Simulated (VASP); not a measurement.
# NbB2 under strain, part 2 of 4

Aim: follow the pressure of NbB2 through compression, expansion and shear. All runs use PBEsol. Left out of this account: 1 further run (fields: a reference on another mesh). The start is a cell from a database of measured crystal structures.

VASP 6.6.1; PBEsol; plane waves and PAW (Nb_sv, B).

Still holding for the runs below: This run has no spin polarisation. Its electron count is odd, so without a moment it is a metal by construction. Spin-orbit coupling is off here; it would split degenerate levels.

So far, pressure (GPa): step 2 (bands, cell as listed) -1.66.

### Step 3. Bands, volume times 1.04

The cell is expanded evenly, with fractional positions held.

The input, INCAR:

```
SYSTEM = NbB2
PREC = Accurate
ENCUT = 420
EDIFF = 1E-06
NELM = 100
ISMEAR = -1
SIGMA = 0.05
LREAL = .FALSE.
ALGO = Normal
GGA = PS
NBANDS = 22
LASPH = .TRUE.
LORBIT = 11
LWAVE = .FALSE.
LCHARG = .FALSE.
KPAR = 4
```

The input, POSCAR:

```
NbB2
1.0
    3.1509257459      0.0000000000      0.0000000000
   -1.5754628729      2.7287817414      0.0000000000
    0.0000000000      0.0000000000      3.3130312505
Nb B
1 2
Direct
    0.0000000000      0.0000000000      0.0000000000
    0.3333333333      0.6666666667      0.5000000000
    0.6666666667      0.3333333333      0.5000000000
```

The input, KPOINTS:

```
Automatic mesh
0
Gamma
11 11 9
0 0 0
```

The input, KPOINTS_OPT:

```
Line mode
16
Line-mode
Reciprocal
  0.00000000   0.00000000   0.00000000 GAMMA
  0.50000000   0.00000000   0.00000000 M

  0.50000000   0.00000000   0.00000000 M
  0.33333333   0.33333333   0.00000000 K

  0.33333333   0.33333333   0.00000000 K
  0.00000000   0.00000000   0.00000000 GAMMA

  0.00000000   0.00000000   0.00000000 GAMMA
  0.00000000   0.00000000   0.50000000 A

  0.00000000   0.00000000   0.50000000 A
  0.50000000   0.00000000   0.50000000 L

  0.50000000   0.00000000   0.50000000 L
  0.33333333   0.33333333   0.50000000 H

  0.33333333   0.33333333   0.50000000 H
  0.00000000   0.00000000   0.50000000 A

  0.50000000   0.00000000   0.50000000 L
  0.50000000   0.00000000   0.00000000 M

  0.33333333   0.33333333   0.00000000 K
  0.33333333   0.33333333   0.50000000 H
```

PAW data sets: Nb_sv and B (PBE family, release 64).

Run with:

```sh
$ mpirun -np 4 vasp_std
```

The program printed:

```text
[banner, memory and clock lines left out]
running    4 mpi-ranks, on    1 nodes
 distrk:  each k-point on    1 cores,    4 groups
 distr:  one band on    1 cores,    1 groups

 POSCAR found type information on POSCAR NbB
 POSCAR found :  2 types and       3 ions
 [... a notice as in an earlier step ...]

 LDA part: xc-table for (Slater+PW92), standard interpolation
 POSCAR, INCAR and KPOINTS ok, starting setup
 FFT: planning ... GRIDC
 FFT: planning ... GRID_SOFT
 FFT: planning ... GRID
 WAVECAR not read
 entering main loop
       N       E                     dE             d eps       ncg     rms          rms(c)
DAV:   1     0.118782167546E+03    0.11878E+03   -0.81502E+03  3528   0.716E+02
DAV:   2    -0.258973319266E+02   -0.14468E+03   -0.13856E+03  4130   0.270E+02
DAV:   3    -0.303421749898E+02   -0.44448E+01   -0.43823E+01  4798   0.437E+01
DAV:   4    -0.304732450342E+02   -0.13107E+00   -0.13072E+00  4782   0.655E+00
DAV:   5    -0.304761002728E+02   -0.28552E-02   -0.28550E-02  4840   0.917E-01    0.116E+01
DAV:   6    -0.273670253600E+02    0.31091E+01   -0.80174E+00  5146   0.180E+01    0.279E+00
DAV:   7    -0.273719515666E+02   -0.49262E-02   -0.28729E-01  4270   0.379E+00    0.196E+00
DAV:   8    -0.273664856304E+02    0.54659E-02   -0.28244E-02  5758   0.112E+00    0.153E-01
DAV:   9    -0.273661183157E+02    0.36731E-03   -0.17358E-03  4266   0.273E-01    0.911E-02
DAV:  10    -0.273661239541E+02   -0.56384E-05   -0.22205E-04  4432   0.111E-01    0.238E-02
DAV:  11    -0.273661189996E+02    0.49546E-05   -0.97561E-06  4738   0.292E-02    0.112E-02
DAV:  12    -0.273661181619E+02    0.83765E-06   -0.60390E-07  3316   0.586E-03
   1 F= -.27366118E+02 E0= -.27362211E+02  d E =-.781474E-02
 Start KPOINTS_OPT (optional k-point list driver)
k-point batch [1-80\144]
       N       E                     dE             ncg
DAV:   1     0.594901189934E+03   -0.33670E+05     3536
DAV:   2    -0.109210193034E+05   -0.11516E+05     4024
DAV:   3    -0.112861041622E+05   -0.36508E+03     4972
DAV:   4    -0.112956226238E+05   -0.95185E+01     4564
DAV:   5    -0.112958182652E+05   -0.19564E+00     4826
DAV:   6    -0.112958229545E+05   -0.46893E-02     4564
DAV:   7    -0.112958230705E+05   -0.11596E-03     4292
DAV:   8    -0.112958230717E+05   -0.12180E-05     2934
DAV:   9    -0.112958230719E+05   -0.16093E-06     2746
k-point batch [81-144\144]
       N       E                     dE             ncg
DAV:   1     0.948508052732E+04   -0.45756E+05     2848
DAV:   2     0.570759032009E+03   -0.89143E+04     3306
DAV:   3     0.302648828365E+03   -0.26811E+03     3980
DAV:   4     0.295438488822E+03   -0.72103E+01     3772
DAV:   5     0.295273671447E+03   -0.16482E+00     4032
DAV:   6     0.295271522161E+03   -0.21493E-02     3758
DAV:   7     0.295271489483E+03   -0.32678E-04     3612
DAV:   8     0.295271488619E+03   -0.86382E-06     2698
```

It took 13 s on 4 MPI ranks of Intel Xeon Platinum 8488C (Sapphire Rapids), shared host; peak memory 0.7 GiB; 50 s of CPU time.

Parts of OUTCAR (step 3):

```text
  LATTYP: Found a hexagonal cell.
 ALAT       =     3.1509257459
 C/A-ratio  =     1.0514469453

The static configuration has the point symmetry D_6h.

 Found     80 irreducible k-points:

   ENCUT  =  420.0 eV  30.87 Ry    5.56 a.u.   5.27  5.27  5.54*2*pi/ulx,y,z

   NELECT =      19.0000    total number of electrons

 E-fermi :  12.0715

 k-point     1 :       0.0000    0.0000    0.0000
  band No.  band energies     occupation
    ...
      5      -1.9952      2.00000
      6       7.7534      2.00000
      7       7.7534      2.00000
      8       7.9192      2.00000
      9       9.1090      2.00000
     10      13.2316      0.00000
     11      13.2316      0.00000
     12      15.2135      0.00000
     13      15.2135      0.00000
     14      16.0227      0.00000
    ...

 k-point     2 :       0.0909    0.0000    0.0000
  band No.  band energies     occupation
    ...
      5      -1.8312      2.00000
      6       7.3364      2.00000
      7       7.8009      2.00000
      8       8.0330      2.00000
      9       8.8371      2.00000
     10      13.1546      0.00000
     11      13.6346      0.00000
     12      14.2466      0.00000
     13      14.4676      0.00000
     14      16.6314      0.00000
    ...

  Total       -2.4906296     -2.4906296     -1.6716382     -0.0000000     -0.0000000      0.0000000
  in kB     -140.0835781   -140.0835781    -94.0200286     -0.0000000     -0.0000000      0.0000000
  external PRESSURE =    -124.7290616 kB  Pullay stress =       0.0000000 kB

  energy-cutoff  :      420.00
  volume of cell :       28.49
      direct lattice vectors                 reciprocal lattice vectors
     3.150925746  0.000000000  0.000000000     0.317367047  0.183231950  0.000000000
    -1.575462873  2.728781741  0.000000000     0.000000000  0.366463900  0.000000000
     0.000000000  0.000000000  3.313031250     0.000000000  0.000000000  0.301838384

 POSITION                                       TOTAL-FORCE (eV/Angst)
 -----------------------------------------------------------------------------------
      0.00000      0.00000      0.00000        -0.000000      0.000000      0.000000
     -0.00000      1.81919      1.65652        -0.000000      0.000000      0.000000
      1.57546      0.90959      1.65652         0.000000     -0.000000      0.000000
 -----------------------------------------------------------------------------------
    total drift:                               -0.000000      0.000000      0.000000

  FREE ENERGIE OF THE ION-ELECTRON SYSTEM (eV)
  ---------------------------------------------------
  free  energy   TOTEN  =       -27.3661181619 eV

  energy  without entropy=      -27.3583034217  energy(sigma->0) =      -27.36221079

 total charge
# of ion       s       p       d       tot
------------------------------------------
    1        2.145   6.045   2.539  10.730
    2        0.652   1.255   0.000   1.907
    3        0.652   1.255   0.000   1.907
--------------------------------------------------
tot          3.449   8.555   2.539  14.543

[... 3 parts as in an earlier step ...]

[... 7 further parts left out ...]
```

This step gave:

```yaml
scf_cycles: 12
free_energy_toten: -27.37 eV
energy_at_zero_smearing: -27.36 eV
fermi_energy: 12.07 eV
pressure: -12.47 GPa
```

The electronic bands at the labelled points (eV, zero at the Fermi level; # counts the bands kept):

```csv
point,#1,#2,#3,#4,#5,#6,#7,#8
Γ,-4.32,-4.32,-4.15,-2.96,1.16,1.16,3.14,3.14
0.53 of the way,-6.84,-4.30,-4.12,-3.78,0.66,0.92,1.67,2.59
M,-9.74,-4.94,-4.36,-4.19,0.30,1.78,2.31,2.94
0.47 of the way,-9.59,-6.30,-4.64,-2.32,-1.62,1.33,2.33,4.22
K,-9.07,-8.32,-3.57,-3.57,0.03,0.03,0.87,7.05
0.53 of the way,-6.64,-4.99,-4.24,-3.04,-0.01,0.37,2.03,3.78
Γ,-4.32,-4.32,-4.15,-2.96,1.16,1.16,3.14,3.14
0.53 of the way,-6.64,-3.53,-3.53,-0.97,-0.97,-0.84,1.15,1.15
A,-8.47,-1.96,-1.96,-1.88,-1.88,-1.17,-1.17,0.85
0.47 of the way,-7.10,-5.73,-4.92,-3.09,0.15,1.13,1.38,2.18
L,-8.02,-6.16,-5.68,-3.47,2.18,2.70,3.35,4.91
0.47 of the way,-8.67,-6.06,-5.20,-3.76,2.19,3.26,3.66,4.90
H,-9.98,-6.03,-4.30,-4.30,2.18,4.41,4.41,4.84
0.47 of the way,-6.93,-6.22,-5.43,-3.75,1.02,1.79,2.03,3.44
A,-8.47,-1.96,-1.96,-1.88,-1.88,-1.17,-1.17,0.85
jump to L,-8.02,-6.16,-5.68,-3.47,2.18,2.70,3.35,4.91
0.53 of the way,-9.55,-5.28,-4.42,-4.19,0.45,2.25,2.47,4.11
M,-9.74,-4.94,-4.36,-4.19,0.30,1.78,2.31,2.94
jump to K,-9.07,-8.32,-3.57,-3.57,0.03,0.03,0.87,7.05
0.53 of the way,-9.59,-7.16,-4.13,-4.13,1.51,2.30,2.30,5.78
H,-9.98,-6.03,-4.30,-4.30,2.18,4.41,4.41,4.84
```

Of the projections kept (Nb, B), the largest for each band there; the rest of the weight can lie on other orbitals:

```
point      #1       #2       #3       #4       #5       #6       #7       #8
    Γ  B 0.54   B 0.54  Nb 0.99   B 0.87  Nb 1.00  Nb 1.00  Nb 0.59  Nb 0.59
    M  B 0.89  Nb 0.60  Nb 0.88   B 0.95  Nb 1.00   B 0.95  Nb 0.96  Nb 0.86
    K  B 0.84   B 0.68  Nb 0.65  Nb 0.65  Nb 0.80  Nb 0.80  Nb 0.84  Nb 0.56
    Γ  B 0.54   B 0.54  Nb 0.99   B 0.87  Nb 1.00  Nb 1.00  Nb 0.59  Nb 0.59
    A  B 0.53   B 1.00   B 1.00  Nb 0.82  Nb 0.82  Nb 1.00  Nb 1.00  Nb 0.90
    L  B 0.90   B 0.65  Nb 0.72   B 0.72  Nb 0.98  Nb 1.00   B 0.88  Nb 0.71
```

 The pressure is -12.47 GPa.

For the pressure, step 2 gave -1.66 GPa; this run, with cell volume +4.0 %, gives -12.5 GPa.

### Step 4. Bands, volume times 1.08

The cell is expanded evenly, with fractional positions held.

INCAR is that of step 3.

The input, POSCAR:

```
NbB2
1.0
    3.1908151165      0.0000000000      0.0000000000
   -1.5954075582      2.7633269497      0.0000000000
    0.0000000000      0.0000000000      3.3549728074
Nb B
1 2
Direct
    0.0000000000      0.0000000000      0.0000000000
    0.3333333333      0.6666666667      0.5000000000
    0.6666666667      0.3333333333      0.5000000000
```

KPOINTS is that of step 3.

KPOINTS_OPT is that of step 3.

Run with:

```sh
$ mpirun -np 4 vasp_std
```

The program printed:

```text
[... set-up lines as in an earlier step ...]
 entering main loop
       N       E                     dE             d eps       ncg     rms          rms(c)
DAV:   1     0.115561602664E+03    0.11556E+03   -0.80942E+03  3528   0.716E+02
DAV:   2    -0.256954211873E+02   -0.14126E+03   -0.13528E+03  4098   0.267E+02
DAV:   3    -0.301832829366E+02   -0.44879E+01   -0.44136E+01  4918   0.433E+01
DAV:   4    -0.303088048511E+02   -0.12552E+00   -0.12518E+00  4636   0.637E+00
DAV:   5    -0.303121959941E+02   -0.33911E-02   -0.33909E-02  4942   0.943E-01    0.110E+01
DAV:   6    -0.272601708157E+02    0.30520E+01   -0.83715E+00  5116   0.178E+01    0.258E+00
DAV:   7    -0.272595064343E+02    0.66438E-03   -0.29966E-01  4310   0.396E+00    0.184E+00
DAV:   8    -0.272527515557E+02    0.67549E-02   -0.26206E-02  5430   0.108E+00    0.136E-01
DAV:   9    -0.272524794308E+02    0.27212E-03   -0.17680E-03  4196   0.250E-01    0.940E-02
DAV:  10    -0.272525098186E+02   -0.30388E-04   -0.19467E-04  4592   0.105E-01    0.284E-02
DAV:  11    -0.272525039209E+02    0.58977E-05   -0.84045E-06  4492   0.254E-02    0.885E-03
DAV:  12    -0.272525032606E+02    0.66034E-06   -0.72441E-07  3360   0.671E-03
   1 F= -.27252503E+02 E0= -.27248382E+02  d E =-.824215E-02
 Start KPOINTS_OPT (optional k-point list driver)
k-point batch [1-80\144]
       N       E                     dE             ncg
DAV:   1    -0.777758291890E+02   -0.33831E+05     3528
DAV:   2    -0.115601704334E+05   -0.11482E+05     4080
DAV:   3    -0.119385932167E+05   -0.37842E+03     4896
DAV:   4    -0.119497859201E+05   -0.11193E+02     4642
DAV:   5    -0.119500228373E+05   -0.23692E+00     4816
DAV:   6    -0.119500267907E+05   -0.39533E-02     4672
DAV:   7    -0.119500269213E+05   -0.13061E-03     4298
DAV:   8    -0.119500269232E+05   -0.19064E-05     2884
DAV:   9    -0.119500269234E+05   -0.21190E-06     2650
k-point batch [81-144\144]
       N       E                     dE             ncg
DAV:   1     0.840153018063E+04   -0.45423E+05     2824
DAV:   2    -0.533218939499E+03   -0.89347E+04     3290
DAV:   3    -0.805649581782E+03   -0.27243E+03     4100
DAV:   4    -0.813970531901E+03   -0.83210E+01     3700
DAV:   5    -0.814122205960E+03   -0.15167E+00     4098
DAV:   6    -0.814123804537E+03   -0.15986E-02     3726
DAV:   7    -0.814123817824E+03   -0.13287E-04     3622
DAV:   8    -0.814123818118E+03   -0.29406E-06     2654
```

Wall time 13 s (4 MPI ranks); peak memory 0.71 GiB; 48 s of CPU time.

OUTCAR, selected parts (step 4):

```text
  LATTYP: Found a hexagonal cell.
 ALAT       =     3.1908151165
 C/A-ratio  =     1.0514469453

The static configuration has the point symmetry D_6h.

 Found     80 irreducible k-points:

   ENCUT  =  420.0 eV  30.87 Ry    5.56 a.u.   5.33  5.33  5.61*2*pi/ulx,y,z

   NELECT =      19.0000    total number of electrons

 E-fermi :  11.5662

 k-point     1 :       0.0000    0.0000    0.0000
  band No.  band energies     occupation
    ...
      5      -2.2503      2.00000
      6       7.4055      2.00000
      7       7.4055      2.00000
      8       7.5906      2.00000
      9       8.6556      2.00000
     10      12.6456      0.00000
     11      12.6456      0.00000
     12      14.5653      0.00000
     13      14.5653      0.00000
     14      15.3277      0.00000
    ...

 k-point     2 :       0.0909    0.0000    0.0000
  band No.  band energies     occupation
    ...
      5      -2.0916      2.00000
      6       6.9887      2.00000
      7       7.4467      2.00000
      8       7.6986      2.00000
      9       8.4019      2.00000
     10      12.5736      0.00000
     11      13.0301      0.00000
     12      13.6591      0.00000
     13      13.8664      0.00000
     14      15.9059      0.00000
    ...

  Total       -4.2577852     -4.2577852     -3.2881507     -0.0000000      0.0000000      0.0000000
  in kB     -230.6064306   -230.6064306   -178.0899378     -0.0000000      0.0000000      0.0000000
  external PRESSURE =    -213.1009330 kB  Pullay stress =       0.0000000 kB

  energy-cutoff  :      420.00
  volume of cell :       29.58
      direct lattice vectors                 reciprocal lattice vectors
     3.190815117  0.000000000  0.000000000     0.313399543  0.180941311  0.000000000
    -1.595407558  2.763326950  0.000000000     0.000000000  0.361882621  0.000000000
     0.000000000  0.000000000  3.354972807     0.000000000  0.000000000  0.298065009

 POSITION                                       TOTAL-FORCE (eV/Angst)
 -----------------------------------------------------------------------------------
      0.00000      0.00000      0.00000         0.000000      0.000000      0.000000
     -0.00000      1.84222      1.67749         0.000000      0.000000      0.000000
      1.59541      0.92111      1.67749        -0.000000     -0.000000     -0.000000
 -----------------------------------------------------------------------------------
    total drift:                               -0.000000      0.000000      0.000000

  FREE ENERGIE OF THE ION-ELECTRON SYSTEM (eV)
  ---------------------------------------------------
  free  energy   TOTEN  =       -27.2525032606 eV

  energy  without entropy=      -27.2442611062  energy(sigma->0) =      -27.24838218

 total charge
# of ion       s       p       d       tot
------------------------------------------
    1        2.139   6.034   2.500  10.673
    2        0.643   1.218   0.000   1.860
    3        0.643   1.218   0.000   1.860
--------------------------------------------------
tot          3.424   8.470   2.500  14.394

[... 3 parts as in an earlier step ...]

[... 7 further parts left out ...]
```

This step gave:

```
free energy (TOTEN)     : -27.25 eV
energy at zero smearing : -27.25 eV
Fermi energy            : 11.57 eV
pressure                : -21.31 GPa
```

The electronic bands at the labelled points (eV, zero at the Fermi level; # counts the bands kept):

```
          point     #2     #3     #4     #5     #6     #7     #8    #9
              Γ  -4.16  -4.16  -3.98  -2.91   1.08   1.08   3.00  3.00
0.53 of the way  -6.68  -4.16  -4.00  -3.62   0.61   0.88   1.59  2.50
              M  -9.64  -4.76  -4.18  -4.08   0.27   1.76   2.17  2.77
0.47 of the way  -9.50  -6.14  -4.46  -2.22  -1.55   1.26   2.20  4.07
              K  -8.95  -8.08  -3.43  -3.43   0.04   0.04   0.83  6.76
0.53 of the way  -6.48  -4.86  -4.10  -2.91  -0.02   0.37   1.93  3.59
              Γ  -4.16  -4.16  -3.98  -2.91   1.08   1.08   3.00  3.00
0.53 of the way  -6.49  -3.40  -3.40  -0.93  -0.93  -0.80   1.11  1.11
              A  -8.27  -1.88  -1.88  -1.80  -1.80  -1.12  -1.12  0.79
0.47 of the way  -6.95  -5.59  -4.74  -2.96   0.13   1.06   1.29  2.10
              L  -7.91  -5.95  -5.47  -3.46   2.04   2.54   3.19  4.67
0.47 of the way  -8.50  -5.91  -5.03  -3.72   2.05   3.08   3.45  4.60
              H  -9.75  -5.91  -4.19  -4.19   2.05   4.13   4.13  4.59
0.47 of the way  -6.74  -6.11  -5.28  -3.60   0.95   1.68   1.90  3.31
              A  -8.27  -1.88  -1.88  -1.80  -1.80  -1.12  -1.12  0.79
      jump to L  -7.91  -5.95  -5.47  -3.46   2.04   2.54   3.19  4.67
0.47 of the way  -9.15  -5.29  -4.36  -3.97   0.42   2.37   2.55  3.98
              M  -9.64  -4.76  -4.18  -4.08   0.27   1.76   2.17  2.77
      jump to K  -8.95  -8.08  -3.43  -3.43   0.04   0.04   0.83  6.76
0.53 of the way  -9.40  -6.99  -4.00  -4.00   1.43   2.18   2.18  5.50
              H  -9.75  -5.91  -4.19  -4.19   2.05   4.13   4.13  4.59
```

Of the projections kept (Nb, B), the largest for each band there; the rest of the weight can lie on other orbitals:

| point | #2 | #3 | #4 | #5 | #6 | #7 | #8 | #9 |
| --- | --- | --- | --- | --- | --- | --- | --- | --- |
| Γ | B 0.54 | B 0.54 | Nb 0.99 | B 0.87 | Nb 1.00 | Nb 1.00 | Nb 0.60 | Nb 0.60 |
| M | B 0.90 | Nb 0.61 | Nb 0.88 | B 0.95 | Nb 1.00 | B 0.95 | Nb 0.97 | Nb 0.86 |
| K | B 0.85 | B 0.69 | Nb 0.65 | Nb 0.65 | Nb 0.80 | Nb 0.80 | Nb 0.85 | Nb 0.56 |
| Γ | B 0.54 | B 0.54 | Nb 0.99 | B 0.87 | Nb 1.00 | Nb 1.00 | Nb 0.60 | Nb 0.60 |
| A | B 0.54 | B 1.00 | B 1.00 | Nb 0.82 | Nb 0.82 | Nb 1.00 | Nb 1.00 | Nb 0.90 |
| L | B 0.91 | B 0.64 | Nb 0.72 | B 0.73 | Nb 0.98 | Nb 1.00 | B 0.89 | Nb 0.80 |

 The pressure is -21.31 GPa.

For the pressure, step 2 gave -1.66 GPa; this run, with cell volume +8.0 %, gives -21.3 GPa.

(Part 2 of 4 ends here.)

[Lines on the potential files, build, host, timing and source positions are cut from VASP's logs without a mark.]

[Logs are printed without paths, hosts, clocks, repeated set-up lines and the standing remarks that a program may print on its own settings, such as how far it seeks lower states.]

[Hosts, paths, dates, database ids (printed as entryN), source tags and the programs' standing remarks are cut or masked in the printed files.]

[A measured line is paired with the nearest computed mode of its activity, which favours agreement.]

[Band numbers marked # count the bands kept; VASP's own numbers are higher by 4 or 5.]
